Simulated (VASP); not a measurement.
Crystal: LaSi2Pt2.

```
La Si Pt
1.0
     4.30594    0.00000    0.00000
     0.00000    4.30594    0.00000
     0.00000    0.00000    9.86875
La Si Pt
2 4 4
Direct
  0.00000 0.50000 0.25605
  0.50000 0.00000 0.74395
  0.00000 0.00000 0.50000
  0.50000 0.50000 0.50000
  0.00000 0.50000 0.87184
  0.50000 0.00000 0.12816
  0.00000 0.00000 0.00000
  0.50000 0.50000 0.00000
  0.00000 0.50000 0.62046
  0.50000 0.00000 0.37954
```

The cell is a database's computed one.

| Item | Value |
| --- | --- |
| Program | VASP 6.6.1 |
| Task | relaxation of cell and atoms |
| Functional | PBEsol |
| Potentials or basis | VASP PAW PBE potentials, release 64 (La, Si, Pt) |
| Cutoff | 600 eV |
| k mesh | 6 × 6 × 3 |
| Occupations | gaussian, width 0.1 eV |
| Spin | no spin polarisation |

At the start: pressure -3.3 GPa; volume 18.30 Å³/atom.

Question: Where does the relaxation end?

Answer: Over 12 steps the energy falls by 4.3 meV/atom and the volume is 17.90 Å³/atom (-2.2 %); space group P4/nmm (No. 129, to 0.05 Å).

The path:
```tsv
step	energy change (eV)	largest force (eV/Å)	pressure (GPa)	volume (Å³)
1	0.0000	0.0538	-3.33	182.98
2	0.0690	0.3019	6.05	173.09
3	-0.0407	0.1322	-0.03	179.15
4	-0.0407	0.1340	0.05	179.07
5	-0.0423	0.0439	0.05	178.99
6	-0.0424	0.0405	0.05	178.96
7	-0.0426	0.0241	-0.07	179.09
8	-0.0427	0.0159	-0.14	179.16
9	-0.0428	0.0045	-0.03	179.04
10	-0.0428	0.0067	-0.01	179.03
11	-0.0428	0.0070	-0.01	179.02
12	-0.0428	0.0019	0.00	179.01
```

Final structure:
```
CELL_PARAMETERS angstrom
4.27488 0.00000 0.00000
0.00000 4.27488 0.00000
0.00000 0.00000 9.79556
ATOMIC_POSITIONS crystal
La 0.00000 0.50000 0.25512
La 0.50000 0.00000 0.74488
Si 0.00000 0.00000 0.50000
Si 0.50000 0.50000 0.50000
Si 0.00000 0.50000 0.87072
Si 0.50000 0.00000 0.12928
Pt 0.00000 0.00000 0.00000
Pt 0.50000 0.50000 0.00000
Pt 0.00000 0.50000 0.62070
Pt 0.50000 0.00000 0.37930
```

Caveat: the PAW data sets were made with another functional, which shifts forces and pressure a little.
